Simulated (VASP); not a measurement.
Given:

```
CELL_PARAMETERS angstrom
      0.00000     2.41453     2.41453
      2.41453     0.00000     2.41453
      2.41453     2.41453     0.00000
ATOMIC_POSITIONS crystal
  Na 0.00000 0.00000 0.00000
  H  0.50000 0.50000 0.50000
```

The numbers are results of PW91 GGA, VASP's PBE PAW potentials (set 64) (plane waves; VASP), not measurements. Settings: 520 eV cut-off, 11×11×11 Γ-centred mesh, tetrahedra with Blöchl corrections, potentials Na_pv H.

Question: What does the run give for the energy per atom (σ→0)?

Answer: 
* **energy per atom (σ→0)**: -2.573 eV/atom

Only differences to runs with the same potentials and settings are physical.

The compound is NaH in the rock salt structure. It was relaxed first.
